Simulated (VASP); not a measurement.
Wanted: the native input for a VASP 6.6.1 run.

* Task: single point
* Functional: PBE
* Potentials or basis: VASP PAW PBE potentials, release 64 (Li_sv, Ru_pv, N)
* Cutoff: 520 eV
* k mesh: 6 × 6 × 4
* Occupations: gaussian, width 0.1 eV
* Spin: collinear spin, typed start
* Starting moments: [0.0, 0.0, 1.0, 0.0, 0.0] μB
* Dipole correction: no
* Further INCAR settings: ALGO = Normal; EDIFF = 1e-06; NBANDS = 27

The structure of Li2RuN2 lies in POSCAR:

```
Li2RuN2
1.0
    3.1642327038      0.0000000000      0.0000000000
   -1.5821163519      2.7403059050      0.0000000000
    0.0000000000      0.0000000000      5.2114500038
Li Ru N
2 1 2
Direct
    0.6666666700      0.3333333300      0.3601800000
    0.3333333300      0.6666666700      0.6398200000
    0.0000000000      0.0000000000      0.0000000000
    0.6666666700      0.3333333300      0.7869890000
    0.3333333300      0.6666666700      0.2130110000
```

The cell comes from a database or a generator and needn't be the stable form of this composition.

The input as run:

INCAR

```
  ALGO = Normal
  EDIFF = 1E-6
  ENCUT = 520
  GGA = PE
  ISIF = 2
  ISMEAR = 0
  ISPIN = 2
  LASPH = T
  LCHARG = F
  LMAXMIX = 4
  LORBIT = 11
  LREAL = F
  LWAVE = F
  MAGMOM = 0 0 1 0 0
  NBANDS = 27
  NELM = 150
  PREC = Accurate
  SIGMA = 0.1
```

KPOINTS

```
k-points
0
Gamma
  6 6 4
```

Potentials or basis: VASP PAW PBE potentials, release 64 (Li_sv, Ru_pv, N).

Run with:

```console
$ cat potpaw_PBE.64/Li_sv/POTCAR potpaw_PBE.64/Ru_pv/POTCAR potpaw_PBE.64/N/POTCAR > POTCAR
$ mpirun -np 1 vasp_std > vasp.out
```

Results of the run:

```
Largest force                                         : 0.214 eV/Å
Band gap on the k mesh                                : none (metal or under the smearing width)
Net moment                                            : 0.28 μB per cell
Site moments                                          : Li +0.00; Ru +0.20; N +0.02 μB
Valence electrons inside the program's atomic spheres : Li 2.13; Ru 12.51; N 3.65
```

Caveat: the k mesh is coarse (spacing up to 0.38 Å⁻¹), so the values aren't converged.

It took 37 s on 1 thread of Intel(R) Xeon(R) Platinum 8488C (Sapphire Rapids) (shared host), peak memory 0.2 GiB.
